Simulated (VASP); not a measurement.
OSZICAR of a VASP run on Sr (fcc):

OSZICAR:
```
       N       E                     dE             d eps       ncg     rms          rms(c)
DAV:   1     0.329471994765E+02    0.32947E+02   -0.42154E+03   630   0.768E+02
DAV:   2    -0.311154794953E+00   -0.33258E+02   -0.33061E+02   686   0.150E+02
DAV:   3    -0.156597880987E+01   -0.12548E+01   -0.12449E+01   935   0.249E+01
DAV:   4    -0.161486954483E+01   -0.48891E-01   -0.48879E-01   954   0.415E+00
DAV:   5    -0.161530916859E+01   -0.43962E-03   -0.43949E-03   969   0.307E-01    0.105E+01
DAV:   6    -0.161752157197E+01   -0.22124E-02   -0.66846E-03   829   0.109E+00    0.591E+00
DAV:   7    -0.161893598229E+01   -0.14144E-02   -0.11676E-02   717   0.142E+00    0.291E-01
DAV:   8    -0.161894346299E+01   -0.74807E-05   -0.19162E-03   993   0.265E-01    0.120E-01
DAV:   9    -0.161896675243E+01   -0.23289E-04   -0.25370E-05   866   0.593E-02    0.373E-02
DAV:  10    -0.161898322950E+01   -0.16477E-04   -0.97155E-06   759   0.297E-02    0.375E-02
DAV:  11    -0.161898265392E+01    0.57558E-06   -0.51811E-07   458   0.762E-03
   1 F= -.16189827E+01 E0= -.16185901E+01  d E =-.117780E-02
```

**Question.** Which electronic solver shows in the log?

**Answer.** It is blocked Davidson (ALGO = Normal, or the opening steps of other solvers). The INCAR had ALGO = Normal.

**Question.** Can the final energy be trusted as converged?

**Answer.** The run converged. It stopped with EDIFF = 1E-6, NELM = 100 (PBE GGA, plane waves, VASP's PBE PAW potentials (set 64)).

The compound is Sr in the fcc structure. The cell was not relaxed at this level.
